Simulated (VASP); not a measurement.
Method: PBE GGA, VASP's PBE PAW potentials (set 64) (plane waves; VASP 6.6.1).

The input files of a VASP run:

**INCAR**
```
ALGO  =  Normal
AMIX  =  0.1
BMIX  =  0.0001
EDIFF  =  1E-6
ENCUT  =  400
GGA  =  PE
IMIX  =  4
ISIF  =  2
ISMEAR  =  0
LASPH  =  .TRUE.
LCHARG  =  .FALSE.
LREAL  =  .FALSE.
LWAVE  =  .FALSE.
NELM  =  100
PREC  =  Accurate
SIGMA  =  0.05
SYSTEM  =  Cl
```

**POSCAR**
```
Cl
1.0
  1.5200000000  -4.8064230000   0.0000000000
  1.5200000000   4.8064230000   0.0000000000
  0.0000000000   0.0000000000   4.0149550000
Cl
4
Cart
  1.5200000000   0.9774341813   2.3309222748
  1.5200000000  -0.9774341813   1.6840327252
  1.5200000000  -3.8289888187   3.6915102252
  1.5200000000   3.8289888187   0.3234447748
```

File KPOINTS:
```
kpoints
0
gamma
7 7 5
0 0 0
```

POTCAR, in this order: Cl (PBE.64 set). Program: vasp_std.

Task: What does the run give for the energy per atom (σ→0), pressure, largest force, band gap (on the k-mesh)?

Result: 
| Property | Value |
|---|---|
| energy per atom (σ→0) | 1.357 eV/atom |
| band gap (on the k-mesh) | none (metal, semimetal or under 0.01 eV) |
| pressure | 76.54 GPa |
| largest force | 7.588 eV/Å |

OSZICAR:
```
...
DAV:   9     0.542702436538E+01    0.46476E-02   -0.12670E-02  1906   0.690E-01    0.940E-01
DAV:  10     0.542695783041E+01   -0.66535E-04   -0.46971E-04  2124   0.159E-01    0.564E-02
DAV:  11     0.542698068911E+01    0.22859E-04   -0.49295E-05  1904   0.480E-02    0.313E-02
DAV:  12     0.542698429826E+01    0.36091E-05   -0.28404E-05  2094   0.332E-02    0.265E-02
DAV:  13     0.542698482476E+01    0.52651E-06   -0.12822E-05  1876   0.231E-02    0.109E-02
DAV:  14     0.542698367117E+01   -0.11536E-05   -0.51708E-06  1886   0.153E-02    0.104E-02
DAV:  15     0.542698397069E+01    0.29952E-06   -0.52208E-07  1056   0.572E-03
   1 F= 0.54269840E+01 E0= 0.54274599E+01  d E =-.951851E-03
```

The structure was generated: Cl was put into the black-P type (Cmce), which need not be its known phase. The cell was not relaxed at this level. The k-mesh is coarse (spacing up to 0.31 per Å, 2π included), so the numbers may not be converged in it. The run is one of a series of settings (AMIX = 0.1, BMIX = 0.0001, IMIX = 4 against the base run), some of them coarse on purpose.
